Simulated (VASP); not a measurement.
These are PBE GGA, VASP's PBE PAW potentials (set 64) (plane waves; VASP) values and carry that method's errors.

VASP input:

File POSCAR:
```
CuI
1
   -0.0000000000     2.6552825350     2.6552825350
    2.6552825350     0.0000000000     2.6552825350
    2.6552825350     2.6552825350    -0.0000000000
Cu I
1 1
Direct
  0.0000000000   0.0000000000   0.0000000000
  0.2500000000   0.2500000000   0.2500000000
```

INCAR:
```
SYSTEM = CuI
PREC = Accurate
ENCUT = 500
EDIFF = 1E-6
NELM = 100
ALGO = Normal
LREAL = .FALSE.
LASPH = .TRUE.
ISMEAR = 0
SIGMA = 0.05
GGA = PE
LMAXMIX = 4
LWAVE = .FALSE.
LCHARG = .FALSE.
IBRION = 2
ISIF = 3
NSW = 40
EDIFFG = -0.02
PSTRESS = 450
```

**KPOINTS**
```
Automatic mesh
0
Gamma
9 9 9
0 0 0
```

POTCAR, in this order: Cu I (PBE.64 set). Program: vasp_std.

Problem. What will the output report for the number of irreducible k-points (NKPTS), largest plane-wave count, number of space-group operations, FFT grid (NGX, NGY, NGZ)?

Solution. 
```json
{
 "number of irreducible k-points (NKPTS)": "35",
 "largest_plane_wave_count": "959",
 "number_of_space_group_operations": "24",
 "FFT grid (NGX, NGY, NGZ)": "28 × 28 × 28"
}
```

The compound is CuI in the zinc blende structure. It was relaxed first under an external pressure of 45 GPa.
